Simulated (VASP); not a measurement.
Input:

```
O2Si
1.0
    4.20141     0.00000     0.00000
    0.00000     4.20141     0.00000
    0.00000     0.00000     2.68681
Si O
2 4
Direct
  0.00000   0.00000   0.00000
  0.50000   0.50000   0.50000
  0.30605   0.30605   0.00000
  0.80605   0.19395   0.50000
  0.19395   0.80605   0.50000
  0.69395   0.69395   0.00000
```

The numbers are results of PBE GGA with D3 dispersion (Becke-Johnson damping), VASP's PBE PAW potentials (set 64) (plane waves; VASP 6.6.1), not measurements. Run with 520 eV cut-off, Gaussian smearing of 0.050 eV, potentials Si O.

Task: Give the energies of bands 6 to 19 at the high-symmetry points, in eV from the valence-band maximum.

Result: 
| band | Γ | X | M | Z | R | A |
|---|---|---|---|---|---|---|
| 6 | -6.33 | -9.21 | -7.80 | -9.45 | -9.31 | -10.66 |
| 7 | -6.33 | -4.51 | -5.82 | -6.81 | -8.01 | -8.04 |
| 8 | -6.10 | -4.51 | -5.82 | -6.81 | -8.01 | -8.04 |
| 9 | -5.35 | -4.45 | -4.02 | -6.21 | -6.44 | -4.48 |
| 10 | -5.02 | -4.45 | -4.02 | -6.21 | -6.44 | -4.48 |
| 11 | -3.10 | -3.80 | -3.22 | -4.57 | -3.91 | -4.43 |
| 12 | -3.10 | -3.80 | -3.22 | -4.57 | -3.91 | -4.43 |
| 13 | -2.51 | -2.66 | -2.63 | -2.99 | -2.24 | -1.73 |
| 14 | -0.87 | -2.66 | -2.63 | -2.99 | -2.24 | -1.73 |
| 15 | -0.87 | -1.05 | -2.21 | -2.62 | -1.71 | -1.51 |
| 16 | 0.00 | -1.05 | -2.21 | -2.62 | -1.71 | -1.51 |
| 17 | 5.27 | 7.48 | 7.18 | 8.85 | 8.59 | 6.96 |
| 18 | 6.60 | 7.48 | 7.18 | 8.85 | 8.59 | 6.96 |
| 19 | 8.32 | 8.92 | 9.87 | 12.48 | 9.67 | 10.89 |

The gap is direct, 5.27 eV, from the valence maximum at Γ to the conduction minimum at Γ.

The compound is SiO2 in the rutile structure, stishovite, a high-pressure form. It was relaxed first.
